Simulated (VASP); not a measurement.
Given:

```
CELL_PARAMETERS angstrom
      4.71581     0.00000     0.00000
      0.00000     4.71581     0.00000
      0.00000     0.00000     4.71581
ATOMIC_POSITIONS crystal
  Fe 0.13476 0.13476 0.13476
  Fe 0.36524 0.86524 0.63476
  Fe 0.63476 0.36524 0.86524
  Fe 0.86524 0.63476 0.36524
  Ge 0.84497 0.84497 0.84497
  Ge 0.65503 0.15503 0.34497
  Ge 0.34497 0.65503 0.15503
  Ge 0.15503 0.34497 0.65503
```

The numbers are results of PBE GGA, VASP's PBE PAW potentials (set 64) (plane waves; VASP), not measurements. Settings: 300 eV cut-off, 3×3×3 Γ-centred mesh, Gaussian smearing of 0.27 eV, potentials Fe Ge_d.

At this cut-off the stress carries a Pulay error, which pulls relaxed volumes low. The run has a spin-polarised start.

Problem. Give the force on each atom (eV/Å).

Solution. 
| atom | Fx | Fy | Fz |
|---|---|---|---|
| Fe1 | -0.022 | -0.022 | -0.022 |
| Fe2 | 0.022 | 0.022 | -0.022 |
| Fe3 | -0.022 | 0.022 | 0.022 |
| Fe4 | 0.022 | -0.022 | 0.022 |
| Ge5 | -0.195 | -0.195 | -0.195 |
| Ge6 | 0.195 | 0.195 | -0.195 |
| Ge7 | -0.195 | 0.195 | 0.195 |
| Ge8 | 0.195 | -0.195 | 0.195 |

Problem. Give the stress tensor in GPa (positive for a compressed cell).

Solution. 
```
-5.79   0.00   0.00
 0.00  -5.79   0.00
 0.00   0.00  -5.79
```
The pressure is its mean diagonal, -5.79 GPa.

The structure comes from a computed database's FeGe entry; how it stands against other phases isn't given here. The cell was not relaxed at this level. The k-mesh is coarse (spacing up to 0.44 per Å, 2π included), so the numbers may not be converged in it.
